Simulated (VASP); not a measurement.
These are PBEsol GGA, VASP's PBE PAW potentials (set 64) (plane waves; VASP 6.6.1) values and carry that method's errors.

A VASP calculation is set up with these files.

**KPOINTS**
```
Automatic mesh
0
Gamma
12 12 12
0 0 0
```

**INCAR**
```
SYSTEM  =  SiGe
PREC  =  Accurate; ENCUT  =  500; LREAL  =  F
LASPH  =  T
EDIFF  =  1E-6; NELM  =  100; ALGO  =  Normal
LMAXMIX  =  4
ISMEAR  =  1; SIGMA  =  0.1
GGA  =  PS
IBRION  =  2; NSW  =  40; ISIF  =  3
EDIFFG  =  -0.02; PSTRESS  =  300
LWAVE  =  F; LCHARG  =  F
```

### POSCAR
```
SiGe
1.0
  3.0341383449   0.0000000000   0.0000000000
  0.0000000000   3.0341383449   0.0000000000
  0.0000000000   0.0000000000   3.0341383449
Si Ge
1 1
Cart
  0.0000000000   0.0000000000   0.0000000000
  1.5170691725   1.5170691725   1.5170691725
```

POTCAR, in this order: Si Ge_d (PBE.64 set). Program: vasp_std.

Output of the run:

File OSZICAR:
```
       N       E                     dE             d eps       ncg     rms          rms(c)
DAV:   1     0.827872906609E+02    0.82787E+02   -0.91605E+03  2353   0.326E+03
DAV:   2    -0.196016299776E+01   -0.84747E+02   -0.81705E+02  2354   0.485E+02
DAV:   3    -0.955473551441E+01   -0.75946E+01   -0.75090E+01  2639   0.881E+01
DAV:   4    -0.968267310969E+01   -0.12794E+00   -0.12786E+00  2469   0.120E+01
DAV:   5    -0.968489082957E+01   -0.22177E-02   -0.22177E-02  2639   0.177E+00    0.354E+00
DAV:   6    -0.963773598108E+01    0.47155E-01   -0.33387E-02  2795   0.428E+00    0.195E+00
DAV:   7    -0.961595767450E+01    0.21778E-01   -0.20089E-02  2697   0.236E+00    0.140E-01
DAV:   8    -0.961533679751E+01    0.62088E-03   -0.13378E-03  2734   0.848E-01    0.789E-02
DAV:   9    -0.961532084737E+01    0.15950E-04   -0.61170E-05  2704   0.161E-01    0.118E-02
DAV:  10    -0.961532033952E+01    0.50785E-06   -0.38929E-06  2269   0.455E-02
   1 F= -.43851382E+01 E0= -.43850081E+01  d E =-.438514E+01
       N       E                     dE             d eps       ncg     rms          rms(c)
DAV:   1    -0.116146803878E+02   -0.19994E+01   -0.32174E+01  2749   0.125E+02    0.102E+01
DAV:   2    -0.957321256229E+01    0.20415E+01   -0.31354E+00  2619   0.667E+01    0.484E+00
DAV:   3    -0.897449683846E+01    0.59872E+00   -0.57970E-01  3010   0.210E+01    0.135E+00
DAV:   4    -0.892041484344E+01    0.54082E-01   -0.39630E-02  2544   0.333E+00    0.490E-01
DAV:   5    -0.891953388538E+01    0.88096E-03   -0.34379E-03  2789   0.146E+00    0.118E-01
DAV:   6    -0.891944822413E+01    0.85661E-04   -0.29637E-04  2976   0.286E-01    0.242E-02
DAV:   7    -0.891942540376E+01    0.22820E-04   -0.28219E-05  2744   0.113E-01    0.542E-03
DAV:   8    -0.891942517567E+01    0.22809E-06   -0.11791E-06  1307   0.288E-02
   2 F= -.43292434E+01 E0= -.43295558E+01  d E =0.558948E-01
       N       E                     dE             d eps       ncg     rms          rms(c)
DAV:   1    -0.103053089617E+02   -0.13859E+01   -0.14088E+01  2779   0.110E+02    0.555E+00
DAV:   2    -0.962977396647E+01    0.67553E+00   -0.87402E-01  2629   0.239E+01    0.286E+00
DAV:   3    -0.940961926534E+01    0.22015E+00   -0.35008E-01  2629   0.140E+01    0.512E-01
DAV:   4    -0.939536859066E+01    0.14251E-01   -0.22383E-02  2629   0.349E+00    0.211E-01
DAV:   5    -0.939452192059E+01    0.84667E-03   -0.67518E-04  2392   0.360E-01    0.903E-02
DAV:   6    -0.939448796710E+01    0.33953E-04   -0.21261E-04  2764   0.368E-01    0.180E-02
DAV:   7    -0.939448725501E+01    0.71209E-06   -0.51883E-06  2605   0.294E-02
   3 F= -.44328718E+01 E0= -.44329661E+01  d E =-.477335E-01
       N       E                     dE             d eps       ncg     rms          rms(c)
DAV:   1    -0.941126786221E+01   -0.16780E-01   -0.20929E-02  2744   0.373E+00    0.230E-01
DAV:   2    -0.941015070787E+01    0.11172E-02   -0.14870E-03  2634   0.108E+00    0.115E-01
DAV:   3    -0.940979648238E+01    0.35423E-03   -0.49200E-04  2727   0.547E-01    0.247E-02
DAV:   4    -0.940977006437E+01    0.26418E-04   -0.29950E-05  2619   0.122E-01    0.953E-03
DAV:   5    -0.940976853108E+01    0.15333E-05   -0.95911E-07  1353   0.156E-02    0.276E-03
DAV:   6    -0.940976839680E+01    0.13428E-06   -0.17057E-07  1097   0.905E-03
   4 F= -.44326036E+01 E0= -.44326971E+01  d E =-.474654E-01
       N       E                     dE             d eps       ncg     rms          rms(c)
DAV:   1    -0.940198206906E+01    0.77865E-02   -0.61546E-03  2749   0.201E+00    0.125E-01
DAV:   2    -0.940165473329E+01    0.32734E-03   -0.43180E-04  2634   0.585E-01    0.626E-02
DAV:   3    -0.940155120499E+01    0.10353E-03   -0.14181E-04  2725   0.294E-01    0.136E-02
DAV:   4    -0.940154453703E+01    0.66680E-05   -0.86649E-06  2609   0.657E-02    0.521E-03
DAV:   5    -0.940154454717E+01   -0.10136E-07   -0.28079E-07  1102   0.851E-03
   5 F= -.44327885E+01 E0= -.44328824E+01  d E =-.476502E-01
       N       E                     dE             d eps       ncg     rms          rms(c)
DAV:   1    -0.940060253965E+01    0.94200E-03   -0.82303E-05  2744   0.235E-01    0.140E-02
DAV:   2    -0.940059828396E+01    0.42557E-05   -0.56180E-06  2399   0.673E-02    0.703E-03
DAV:   3    -0.940059701696E+01    0.12670E-05   -0.17974E-06  1365   0.342E-02    0.142E-03
DAV:   4    -0.940059701423E+01    0.27285E-08   -0.31181E-07  1112   0.964E-03
   6 F= -.44328035E+01 E0= -.44328974E+01  d E =-.150433E-04
       N       E                     dE             d eps       ncg     rms          rms(c)
DAV:   1    -0.939779881710E+01    0.27982E-02   -0.72525E-04  2744   0.693E-01    0.427E-02
DAV:   2    -0.939776015089E+01    0.38666E-04   -0.50737E-05  2639   0.201E-01    0.215E-02
DAV:   3    -0.939774805784E+01    0.12093E-04   -0.16755E-05  2685   0.101E-01    0.468E-03
DAV:   4    -0.939774742900E+01    0.62884E-06   -0.95871E-07  1277   0.228E-02
   7 F= -.44328409E+01 E0= -.44329349E+01  d E =-.524409E-04
       N       E                     dE             d eps       ncg     rms          rms(c)
DAV:   1    -0.939763349334E+01    0.11456E-03   -0.11919E-06  1092   0.281E-02    0.144E-03
DAV:   2    -0.939763346083E+01    0.32508E-07   -0.90096E-08  1092   0.765E-03
   8 F= -.44328423E+01 E0= -.44329363E+01  d E =-.134766E-05
       N       E                     dE             d eps       ncg     rms          rms(c)
DAV:   1    -0.939729189728E+01    0.34160E-03   -0.96153E-06  1934   0.806E-02    0.516E-03
DAV:   2    -0.939729133851E+01    0.55877E-06   -0.67205E-07  1092   0.237E-02
   9 F= -.44328461E+01 E0= -.44329402E+01  d E =-.516209E-05
       N       E                     dE             d eps       ncg     rms          rms(c)
DAV:   1    -0.939660921122E+01    0.68269E-03   -0.36717E-05  2794   0.155E-01    0.104E-02
DAV:   2    -0.939660690927E+01    0.23019E-05   -0.25715E-06  1992   0.456E-02    0.536E-03
DAV:   3    -0.939660616409E+01    0.74518E-06   -0.99693E-07  1323   0.242E-02
  10 F= -.44328527E+01 E0= -.44329470E+01  d E =-.118130E-04
```

**OUTCAR**
```
------------------------ aborting loop because EDIFF is reached ----------------------------------------
  FORCE on cell =-STRESS in cart. coord.  units (eV):
  Direction    XX          YY          ZZ          XY          YZ          ZX
  --------------------------------------------------------------------------------------
  Total        4.9408946      4.9408946      4.9408946      0.0000000     -0.0000000      0.0000000
  in kB      298.6184530    298.6184530    298.6184530      0.0000000     -0.0000000      0.0000000
  external PRESSURE =      -1.3815470 kB  Pullay stress =     300.0000000 kB
  volume of cell :       26.51
      direct lattice vectors                 reciprocal lattice vectors
     2.981717601  0.000000000  0.000000000     0.335377166 -0.000000000  0.000000000
     0.000000000  2.981717601  0.000000000    -0.000000000  0.335377166  0.000000000
    -0.000000000 -0.000000000  2.981717601    -0.000000000 -0.000000000  0.335377166
 POSITION                                       TOTAL-FORCE (eV/Angst)
 -----------------------------------------------------------------------------------
      0.00000      2.98172      0.00000         0.000000     -0.000000      0.000000
      1.49086      1.49086      1.49086        -0.000000      0.000000      0.000000
 -----------------------------------------------------------------------------------
    total drift:                                0.000000     -0.000000     -0.000000
  FREE ENERGIE OF THE ION-ELECTRON SYSTEM (eV)
  ---------------------------------------------------
  free  energy   TOTEN  =        -9.3966061641 eV

  energy  without entropy=       -9.3968888343  energy(sigma->0) =       -9.39670039
  enthalpy is  TOTEN    =        -4.4328527460 eV   P V=        4.9637534180

 reached required accuracy - stopping structural energy minimisation
```
(Selected blocks of OUTCAR.)

CONTCAR:
```
SiGe
   1.00000000000000
     2.9817176008416655    0.0000000000000000    0.0000000000000000
     0.0000000000000001    2.9817176008416655    0.0000000000000001
    -0.0000000000000000   -0.0000000000000000    2.9817176008416655
  Si              Ge
     1     1
Direct
     0.0000000000000000    1.0000000000000000    0.0000000000000000
     0.5000000000000000    0.5000000000000000    0.5000000000000000
```

### OUTCAR
```
 val. band max:       11.0437826510   @ k =   0.5000   0.1667   0.0000

 cond. band min:      11.1475454575   @ k =   0.5000   0.1667   0.0833


 Fermi energy:        11.0745963792

 k-point     1 :       0.0000    0.0000    0.0000
  band No.  band energies     occupation
      1     -13.6219      2.00000
      2     -13.6219      2.00000
      3     -13.5198      2.00000
      4     -13.5198      2.00000
      5     -13.5198      2.00000
      6      -4.7790      2.00000
      7      10.4427      2.00000
      8      10.4427      2.00000
      9      10.4427      2.00000
     10      12.4583     -0.00000
     11      14.0115      0.00000
     12      14.0115      0.00000
     13      24.2713      0.00000

 k-point     2 :       0.0833    0.0000    0.0000
  band No.  band energies     occupation
      1     -13.6213      2.00000
      2     -13.6153      2.00000
      3     -13.5223      2.00000
      4     -13.5223      2.00000
      5     -13.5195      2.00000
      6      -4.6623      2.00000
      7       8.9417      2.00000
      8      10.5586      2.00000
      9      10.5586      2.00000
     10      12.9172     -0.00000
     11      14.1154      0.00000
     12      15.3445      0.00000
     13      23.1021      0.00000

 k-point     3 :       0.1667    0.0000    0.0000
  band No.  band energies     occupation
      1     -13.6197      2.00000
      2     -13.5973      2.00000
      3     -13.5292      2.00000
      4     -13.5292      2.00000
      5     -13.5187      2.00000
      6      -4.3121      2.00000
      7       6.7412      2.00000
      8      10.9053      2.03772
      9      10.9053      2.03772
     10      13.3190      0.00000
     11      14.4253      0.00000
     12      18.0086      0.00000
     13      21.2271      0.00000

 k-point     4 :       0.2500    0.0000    0.0000
  band No.  band energies     occupation
      1     -13.6175      2.00000
      2     -13.5730      2.00000
      3     -13.5387      2.00000
...
```

Energy and stress use the plane-wave basis of the starting cell.

The structure was generated: SiGe was put into the CsCl type type (Pm-3m), which need not be its known phase. This run relaxes it under an external pressure of 30 GPa. Symmetry was kept, so distortions that lower it aren't found. VASP warned that the highest band is occupied, so more bands are needed.
